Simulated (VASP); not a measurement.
A run of VASP 6.6.1 is set up as follows.

Contents of INCAR:

```
SYSTEM = Ta
PREC = Accurate
ENCUT = 600
EDIFF = 1E-7
ISMEAR = 1
SIGMA = 0.1
LREAL = .FALSE.
LASPH = .TRUE.
NELM = 80
ALGO = Normal
ISIF = 2
LWAVE = .FALSE.
LCHARG = .FALSE.
GGA = PS
IBRION = 2
NSW = 40
EDIFFG = -0.01
```

The input KPOINTS:

```
Automatic mesh
0
G
  16 16 16
  0 0 0
```

Contents of POSCAR:

```
Ta                                      
1.0
   -1.6738834518      1.6738834518      1.6738834518
    1.6738834518     -1.6738834518      1.6738834518
    1.6738834518      1.6738834518     -1.6738834518
  Ta            
     1
Direct
     0.0000000000000000    0.0000000000000000    0.0000000000000000
```

Potentials or basis: VASP PAW PBE potentials, release 64 (Ta_pv).

Run with:

```console
$ cat potpaw_PBE.64/Ta_pv/POTCAR > POTCAR
$ mpirun -np 1 vasp_std > vasp.out
```

Question: Predict the band gap on the k mesh.

Answer: None (metal or under the smearing width).

Final structure:
```
Ta
1.0
    -1.67388    1.67388    1.67388
     1.67388   -1.67388    1.67388
     1.67388    1.67388   -1.67388
Ta
1
Direct
  0.00000 0.00000 0.00000
```

Caveat: the relaxation stopped at its first step, so nothing moved. The run has no spin-orbit coupling, so splittings on Ta are missing.
